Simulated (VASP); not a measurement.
Calculation: PBEsol GGA, VASP's PBE PAW potentials (set 64) (plane waves; VASP 6.6.1).

A VASP calculation is set up with these files.

**KPOINTS**
```
Regular mesh
0
G
  5 5 8
```

POSCAR:
```
TiO2
1
    4.5998400000     0.0000000000     0.0000000000
    0.0000000000     4.5998400000     0.0000000000
    0.0000000000     0.0000000000     2.9592100000
Ti O
2 4
Direct
  0.5032420000   0.5007170000  -0.0036300000
  0.0000510000   0.0027910000   0.5011720000
  0.6972060000   0.6976060000   0.4952650000
  0.3003060000   0.2970090000   0.5069020000
  0.8054900000   0.1982870000  -0.0081290000
  0.1937050000   0.8035900000   0.0084210000
```

INCAR:
```
SYSTEM = TiO2
PREC = Accurate
ENCUT = 400
EDIFF = 1E-6
NELM = 100
ALGO = Normal
LREAL = .FALSE.
LASPH = .TRUE.
ISMEAR = 0
SIGMA = 0.01
GGA = PS
LMAXMIX = 4
LWAVE = .FALSE.
LCHARG = .FALSE.
ISIF = 3
IBRION = 2
NSW = 50
EDIFFG = -0.01
```

POTCAR, in this order: Ti_sv O (PBE.64 set). Program: vasp_std.

Output of the run:

### OUTCAR
```
 ion  position               nearest neighbor table
   1  0.503  0.501  0.996-   3 1.95   3 1.95   4 1.96   5 1.97   6 1.99   4 2.01
   2  0.000  0.003  0.501-   5 1.93   4 1.93   6 1.94   5 1.97   6 1.97   3 1.98
   3  0.697  0.698  0.495-   1 1.95   1 1.95   2 1.98
   4  0.300  0.297  0.507-   2 1.93   1 1.96   1 2.01
   5  0.805  0.198  0.992-   2 1.93   1 1.97   2 1.97
   6  0.194  0.804  0.008-   2 1.94   2 1.97   1 1.99
  LATTYP: Found a simple tetragonal cell.
 ALAT       =     4.5998400000
 C/A-ratio  =     0.6433288984
 Subroutine PRICEL returns:
 Original cell was already a primitive cell.
 Subroutine GETGRP returns: Found  1 space group operations
The static configuration has the point symmetry C_1 .
The dynamic configuration has the point symmetry C_1 .
 Subroutine INISYM returns: Found  1 space group operations
 Subroutine IBZKPT returns following result:
 Found    101 irreducible k-points:

 Following reciprocal coordinates:
            Coordinates               Weight
  0.000000  0.000000  0.000000      1.000000
  0.200000  0.000000  0.000000      2.000000
  0.000000  0.200000  0.000000      2.000000
  0.400000  0.000000  0.000000      2.000000
...
```

File OSZICAR:
```
...
DAV:   5    -0.562012684359E+02   -0.33932E-05   -0.20475E-05  7340   0.455E-02    0.172E-02
DAV:   6    -0.562012744416E+02   -0.60057E-05   -0.11653E-05  9352   0.241E-02    0.889E-03
DAV:   7    -0.562012753214E+02   -0.87974E-06   -0.43194E-06  6632   0.166E-02
  11 F= -.56201275E+02 E0= -.56201275E+02  d E =-.601126E-04
       N       E                     dE             d eps       ncg     rms          rms(c)
DAV:   1    -0.562013644848E+02   -0.90043E-04   -0.99515E-03  5760   0.121E+00    0.983E-02
DAV:   2    -0.562013344762E+02    0.30009E-04   -0.96875E-04  6472   0.289E-01    0.493E-02
DAV:   3    -0.562013056007E+02    0.28876E-04   -0.18919E-04  7272   0.108E-01    0.141E-02
DAV:   4    -0.562013054114E+02    0.18934E-06   -0.40725E-05  8884   0.463E-02    0.109E-02
DAV:   5    -0.562013062835E+02   -0.87209E-06   -0.26834E-06  5248   0.177E-02
  12 F= -.56201306E+02 E0= -.56201306E+02  d E =-.910747E-04
       N       E                     dE             d eps       ncg     rms          rms(c)
DAV:   1    -0.562013078595E+02   -0.24481E-05   -0.31497E-04  5744   0.217E-01    0.169E-02
DAV:   2    -0.562013069170E+02    0.94254E-06   -0.28535E-05  6756   0.500E-02    0.805E-03
DAV:   3    -0.562013064538E+02    0.46312E-06   -0.63977E-06  7192   0.200E-02
  13 F= -.56201306E+02 E0= -.56201306E+02  d E =-.912451E-04
       N       E                     dE             d eps       ncg     rms          rms(c)
DAV:   1    -0.562013080708E+02   -0.11539E-05   -0.68675E-05  5984   0.999E-02    0.921E-03
DAV:   2    -0.562013081185E+02   -0.47646E-07   -0.77090E-06  6188   0.260E-02
  14 F= -.56201308E+02 E0= -.56201308E+02  d E =-.929097E-04
       N       E                     dE             d eps       ncg     rms          rms(c)
DAV:   1    -0.562013085102E+02   -0.43938E-06   -0.20127E-05  5776   0.547E-02    0.533E-03
DAV:   2    -0.562013083544E+02    0.15583E-06   -0.18695E-06  3704   0.150E-02
  15 F= -.56201308E+02 E0= -.56201308E+02  d E =-.931456E-04
       N       E                     dE             d eps       ncg     rms          rms(c)
DAV:   1    -0.562012588700E+02    0.49640E-04   -0.12325E-02  6108   0.152E+00    0.442E-02
DAV:   2    -0.562013600415E+02   -0.10117E-03   -0.13730E-03  5848   0.302E-01    0.286E-02
DAV:   3    -0.562013570992E+02    0.29423E-05   -0.83199E-05  7888   0.964E-02    0.136E-02
DAV:   4    -0.562013545413E+02    0.25579E-05   -0.96725E-06  7592   0.343E-02    0.437E-03
DAV:   5    -0.562013546385E+02   -0.97118E-07   -0.13947E-06  3984   0.169E-02
  16 F= -.56201355E+02 E0= -.56201355E+02  d E =-.462841E-04
       N       E                     dE             d eps       ncg     rms          rms(c)
DAV:   1    -0.562012795838E+02    0.74958E-04   -0.11476E-02  6104   0.147E+00    0.425E-02
DAV:   2    -0.562013727501E+02   -0.93166E-04   -0.12662E-03  5884   0.292E-01    0.274E-02
DAV:   3    -0.562013702939E+02    0.24563E-05   -0.78301E-05  7968   0.922E-02    0.129E-02
DAV:   4    -0.562013681366E+02    0.21573E-05   -0.86811E-06  7516   0.318E-02    0.436E-03
DAV:   5    -0.562013682685E+02   -0.13193E-06   -0.12998E-06  4004   0.161E-02
  17 F= -.56201368E+02 E0= -.56201368E+02  d E =-.599141E-04
       N       E                     dE             d eps       ncg     rms          rms(c)
DAV:   1    -0.562013203758E+02    0.47761E-04   -0.86584E-03  6068   0.134E+00    0.225E-02
DAV:   2    -0.562013957427E+02   -0.75367E-04   -0.84930E-04  5764   0.228E-01    0.124E-02
DAV:   3    -0.562013977317E+02   -0.19891E-05   -0.37538E-05  7980   0.506E-02    0.745E-03
DAV:   4    -0.562013970870E+02    0.64469E-06   -0.18832E-06  3852   0.191E-02
  18 F= -.56201397E+02 E0= -.56201397E+02  d E =-.288186E-04
       N       E                     dE             d eps       ncg     rms          rms(c)
DAV:   1    -0.562007548626E+02    0.64287E-03   -0.77847E-02  6068   0.403E+00    0.676E-02
DAV:   2    -0.562014295835E+02   -0.67472E-03   -0.76155E-03  5752   0.683E-01    0.374E-02
DAV:   3    -0.562014474341E+02   -0.17851E-04   -0.33770E-04  8000   0.151E-01    0.223E-02
DAV:   4    -0.562014416513E+02    0.57828E-05   -0.21010E-05  6988   0.571E-02    0.454E-03
DAV:   5    -0.562014421400E+02   -0.48864E-06   -0.53066E-06  6456   0.223E-02
  19 F= -.56201442E+02 E0= -.56201442E+02  d E =-.738715E-04
       N       E                     dE             d eps       ncg     rms          rms(c)
DAV:   1    -0.562013824490E+02    0.59202E-04   -0.12457E-02  6236   0.161E+00    0.537E-02
DAV:   2    -0.562014839492E+02   -0.10150E-03   -0.14337E-03  5992   0.296E-01    0.298E-02
DAV:   3    -0.562014787076E+02    0.52415E-05   -0.84369E-05  7772   0.773E-02    0.111E-02
DAV:   4    -0.562014777260E+02    0.98160E-06   -0.10695E-05  8736   0.262E-02    0.616E-03
DAV:   5    -0.562014775697E+02    0.15631E-06   -0.11807E-06  3936   0.115E-02
  20 F= -.56201478E+02 E0= -.56201478E+02  d E =-.354297E-04
       N       E                     dE             d eps       ncg     rms          rms(c)
DAV:   1    -0.562013679703E+02    0.10976E-03   -0.15009E-02  6228   0.177E+00    0.578E-02
DAV:   2    -0.562014909137E+02   -0.12294E-03   -0.17193E-03  5980   0.324E-01    0.320E-02
DAV:   3    -0.562014849505E+02    0.59632E-05   -0.10082E-04  7764   0.843E-02    0.121E-02
DAV:   4    -0.562014839302E+02    0.10203E-05   -0.13013E-05  8840   0.287E-02    0.700E-03
DAV:   5    -0.562014837939E+02    0.13624E-06   -0.14080E-06  4036   0.123E-02
  21 F= -.56201484E+02 E0= -.56201484E+02  d E =-.416539E-04
       N       E                     dE             d eps       ncg     rms          rms(c)
DAV:   1    -0.562014033397E+02    0.80590E-04   -0.14945E-02  6104   0.172E+00    0.595E-02
DAV:   2    -0.562015087356E+02   -0.10540E-03   -0.15953E-03  6244   0.314E-01    0.308E-02
DAV:   3    -0.562015020213E+02    0.67143E-05   -0.97891E-05  7676   0.813E-02    0.118E-02
DAV:   4    -0.562015016685E+02    0.35281E-06   -0.16960E-05  8864   0.351E-02    0.688E-03
DAV:   5    -0.562015019530E+02   -0.28451E-06   -0.20943E-06  4728   0.143E-02
  22 F= -.56201502E+02 E0= -.56201502E+02  d E =-.181591E-04
       N       E                     dE             d eps       ncg     rms          rms(c)
DAV:   1    -0.562014713370E+02    0.30332E-04   -0.43454E-03  6116   0.931E-01    0.309E-02
DAV:   2    -0.562015025669E+02   -0.31230E-04   -0.46217E-04  6240   0.169E-01    0.156E-02
DAV:   3    -0.562015012153E+02    0.13516E-05   -0.28284E-05  7756   0.432E-02    0.576E-03
DAV:   4    -0.562015014363E+02   -0.22098E-06   -0.42557E-06  6820   0.178E-02
  23 F= -.56201501E+02 E0= -.56201501E+02  d E =-.176424E-04
       N       E                     dE             d eps       ncg     rms          rms(c)
DAV:   1    -0.562014978000E+02    0.34153E-05   -0.82954E-04  6128   0.405E-01    0.146E-02
DAV:   2    -0.562015041340E+02   -0.63340E-05   -0.91099E-05  6236   0.754E-02    0.761E-03
DAV:   3    -0.562015038105E+02    0.32354E-06   -0.55082E-06  6500   0.195E-02
  24 F= -.56201504E+02 E0= -.56201504E+02  d E =-.200165E-04
       N       E                     dE             d eps       ncg     rms          rms(c)
DAV:   1    -0.562014826839E+02    0.21450E-04   -0.48315E-03  6132   0.903E-01    0.252E-02
DAV:   2    -0.562015190556E+02   -0.36372E-04   -0.46888E-04  5916   0.172E-01    0.163E-02
DAV:   3    -0.562015171574E+02    0.18982E-05   -0.26357E-05  8064   0.473E-02    0.863E-03
DAV:   4    -0.562015160321E+02    0.11253E-05   -0.23565E-06  4532   0.161E-02    0.246E-03
DAV:   5    -0.562015160039E+02    0.28215E-07   -0.67359E-07  3676   0.875E-03
  25 F= -.56201516E+02 E0= -.56201516E+02  d E =-.121935E-04
```

### OUTCAR
```
------------------------ aborting loop because EDIFF is reached ----------------------------------------
  FORCE on cell =-STRESS in cart. coord.  units (eV):
  Direction    XX          YY          ZZ          XY          YZ          ZX
  --------------------------------------------------------------------------------------
  Total        0.0107964      0.0160877     -0.0023014      0.0004691      0.0019544     -0.0006155
  in kB        0.2852331      0.4250262     -0.0608012      0.0123929      0.0516337     -0.0162606
  external PRESSURE =       0.2164860 kB  Pullay stress =       0.0000000 kB
  volume of cell :       60.64
      direct lattice vectors                 reciprocal lattice vectors
     4.552500325 -0.000054290  0.000014610     0.219659512  0.000002257 -0.000000571
    -0.000046730  4.547640210 -0.000015259     0.000002622  0.219894265  0.000003640
     0.000007618 -0.000048487  2.929227548    -0.000001096  0.000001145  0.341386930
 POSITION                                       TOTAL-FORCE (eV/Angst)
 -----------------------------------------------------------------------------------
      2.27634      2.27379      2.92863         0.001334     -0.000039      0.001055
      0.00022      0.00004      1.46510        -0.001952      0.000232     -0.000860
      3.16681      3.17038      1.46454         0.005113      0.001707      0.000382
      1.38557      1.37724      1.46456        -0.005712     -0.002699     -0.000170
      3.66173      0.89649      0.00008        -0.003825      0.001356      0.000566
      0.89049      3.65092      0.00015         0.005042     -0.000556     -0.000973
 -----------------------------------------------------------------------------------
    total drift:                               -0.000454     -0.000284      0.000224
  FREE ENERGIE OF THE ION-ELECTRON SYSTEM (eV)
  ---------------------------------------------------
  free  energy   TOTEN  =       -56.2015160039 eV

  energy  without entropy=      -56.2015160039  energy(sigma->0) =      -56.20151600

 reached required accuracy - stopping structural energy minimisation
```
(Selected blocks of OUTCAR.)

**CONTCAR**
```
TiO2
   1.00000000000000
     4.5525003251367959   -0.0000542903694897    0.0000146097678247
    -0.0000467300747424    4.5476402100196065   -0.0000152587541926
     0.0000076182384393   -0.0000484872548658    2.9292275478059686
  Ti              O
     2     4
Direct
     0.5000231642731880    0.5000089322134617    0.9997955734397299
     0.0000468684056608    0.0000150483325708    0.5001675617563728
     0.6956257222212979    0.6971611188672225    0.4999740099291724
     0.3043550386981893    0.3028557112956687    0.4999829126347999
     0.8043355396047199    0.1971415391535424    0.0000252780445433
     0.1956136667969439    0.8028176501375409    0.0000556641953793
```

At this cut-off the stress carries a Pulay error, which pulls relaxed volumes low. Energy and stress use the plane-wave basis of the starting cell.

The structure comes from a computed database's TiO2 entry; how it stands against other phases isn't given here. In the starting cell atoms are displaced from their ideal sites. This run relaxes it. The run is one of a series of settings (EDIFFG = -0.01, IBRION = 2, ISIF = 3, NSW = 50 against the base run), some of them coarse on purpose.
